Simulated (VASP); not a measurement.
Given:

```
Ca2Ge
1.0
    0.00000     3.60186     3.60186
    3.60186     0.00000     3.60186
    3.60186     3.60186     0.00000
Ca Ge
2 1
Direct
  0.75000   0.75000   0.75000
  0.25000   0.25000   0.25000
  0.00000   0.00000   0.00000
```

Level of theory: modified Becke-Johnson potential (mBJ), VASP's PBE PAW potentials (set 64) (plane waves; VASP 6.6.1). Numerical set-up: 400 eV cut-off, 4×4×4 Γ-centred mesh, Gaussian smearing of 0.050 eV, potentials Ca_sv Ge_d.

mBJ is a potential without an energy functional, so only the levels count.

### Question
Give the energies of bands 14 to 20 at the high-symmetry points, in eV from the valence-band maximum.

### Answer

```csv
band,Γ,X,U,L,W
14,-7.11,-6.46,-6.47,-6.61,-6.46
15,-0.43,-1.73,-1.38,-1.67,-1.05
16,-0.43,0.00,-0.73,-0.11,-1.04
17,-0.43,0.00,-0.02,-0.11,-0.19
18,1.96,0.96,1.32,2.65,1.36
19,2.03,2.05,2.54,2.65,2.73
20,2.03,2.68,2.86,3.07,2.73
```

The gap is direct, 0.96 eV, from the valence maximum at X to the conduction minimum at X.

The structure comes from a computed database's Ca2Ge entry (Fm-3m); how it stands against other phases isn't given here. It was relaxed first. The cell's shape comes from a PBE relaxation.
